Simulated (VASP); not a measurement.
An input for Quantum ESPRESSO's pw.x (written as the equivalent of a VASP run, and not itself run):

```
&CONTROL
  calculation = 'scf'
  pseudo_dir = './pseudo'
  outdir = './out'
  tprnfor = .true.
  tstress = .false.
/
&SYSTEM
  ibrav = 0
  nat = 2
  ntyp = 2
  ecutwfc = 44
  occupations = 'smearing'
  smearing = 'gaussian'
  degauss = 0.00147
  input_dft = 'pbe0'
  nqx1 = 8
  nqx2 = 8
  nqx3 = 8
/
&ELECTRONS
  conv_thr = 7.3e-08
  electron_maxstep = 100
/
ATOMIC_SPECIES
  Al 26.982 Al.upf
  P 30.974 P.upf
CELL_PARAMETERS angstrom
     0.0000000    2.7225290    2.7225290
     2.7225290    0.0000000    2.7225290
     2.7225290    2.7225290    0.0000000
ATOMIC_POSITIONS crystal
  Al   0.0000000  0.0000000  0.0000000
  P    0.7500000  0.7500000  0.7500000
K_POINTS automatic
  8 8 8 0 0 0
```

Problem. Write the VASP files for the same calculation (PBE0).

Solution. One answer among several that fit: 
POSCAR:
```
AlP
1
    0.0000000000     2.7225290000     2.7225290000
    2.7225290000     0.0000000000     2.7225290000
    2.7225290000     2.7225290000     0.0000000000
Al P
1 1
Direct
  0.0000000000   0.0000000000   0.0000000000
  0.7500000000   0.7500000000   0.7500000000
```

### KPOINTS
```
kpoints
0
Gamma
 8 8 8
```

**INCAR**
```
AEXX = 0.25
ALGO = Normal
EDIFF = 1E-6
ENCUT = 300
GGA = PE
HFRCUT = -1
ISIF = 2
ISMEAR = 0
ISYM = 3
LASPH = .TRUE.
LCHARG = .FALSE.
LHFCALC = .TRUE.
LREAL = .FALSE.
LWAVE = .FALSE.
NELM = 100
PREC = Accurate
PRECFOCK = Fast
SIGMA = 0.02
SYSTEM = AlP
```

POTCAR, in this order: Al P (PBE.64 set). Program: vasp_std.

Limits of the translation: the potentials are each code's own (VASP's PAW set, PseudoDojo norm-conserving files in pw.x), so ENCUT and ecutwfc are chosen apart and not converted; conv_thr bounds pw.x's estimated SCF error, while EDIFF bounds the energy change between steps; the singularity of exact exchange is treated differently by default.

The structure comes from a computed database's AlP entry; how it stands against other phases isn't given here. The cell was not relaxed at this level. The run is one of a series of settings (AEXX = 0.25, HFRCUT = -1, ISYM = 3, LHFCALC = .TRUE., PRECFOCK = Fast against the base run), some of them coarse on purpose.
